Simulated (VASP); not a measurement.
Data:

```
CELL_PARAMETERS angstrom
      6.12750     0.00000     0.00000
      0.00000     6.12750     0.00000
      0.00000     0.00000     6.12750
ATOMIC_POSITIONS crystal
  Na 0.00000 0.00000 0.00000
  Na 0.50000 0.50000 0.00000
  Na 0.50000 0.00000 0.50000
  Br 0.50000 0.50000 0.50000
  Br 0.00000 0.00000 0.50000
  Br 0.00000 0.50000 0.00000
  Br 0.50000 0.00000 0.00000
  K  0.00000 0.50000 0.50000
```

Calculation: PBEsol GGA, VASP's PBE PAW potentials (set 64) (plane waves; VASP). Numerical set-up: 400 eV cut-off, Gaussian smearing of 0.050 eV, potentials Na_pv Br K_sv.

Q: Give the energies of bands 18 to 31 at the high-symmetry points, in eV from the valence-band maximum.

A: 
```
band      Γ      X      M      R
----  -----  -----  -----  -----
18    -1.54  -1.24  -1.51  -1.95
19    -1.54  -1.24  -1.48  -1.95
20    -1.54  -1.10  -1.48  -1.95
21    -0.65  -1.08  -1.26  -1.58
22    -0.65  -1.00  -0.86  -0.49
23    -0.65  -1.00  -0.85  -0.49
24    -0.47  -0.80  -0.85  -0.32
25    -0.47  -0.78  -0.49  -0.32
26    -0.47  -0.39  -0.44  -0.32
27     0.00  -0.39  -0.30  -0.29
28     0.00  -0.20  -0.30  -0.29
29     0.00  -0.20  -0.29  -0.29
30     3.90   5.66   6.74   5.83
31     5.82   5.93   6.86   6.13
```

The gap is direct, 3.90 eV, from the valence maximum at Γ to the conduction minimum at Γ.

The structure was generated: KNa3Br4 was put into an ordered model structure (Pm-3m), which need not be its known phase. The cell was not relaxed at this level.
